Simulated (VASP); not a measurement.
Four VASP jobs (plane waves, PAW):

A. BaTiO₃ (space group R3m), 5 atoms, LDA, optics run with many empty bands, 520 eV, 7×7×7 Γ-centred mesh
B. ZnGeP₂ (chalcopyrite), 8 atoms, PBEsol, optics run with many empty bands, 400 eV, 10×10×10 Γ-centred mesh
C. Ni$_{3}$Fe (L1_2), 4 atoms, PBE, static run, 520 eV, 9×9×9 Γ-centred mesh
D. Pd (fcc), 1 atom, PBEsol, static run, 520 eV, 16×16×16 Γ-centred mesh

Costs are core time on shared hosts, one run each; read them as rough ratios.

Q: Order them by core time, cheapest first.

A: D (6 core-seconds), C (50 core-seconds), A (3 core-minutes), B (20 core-minutes)
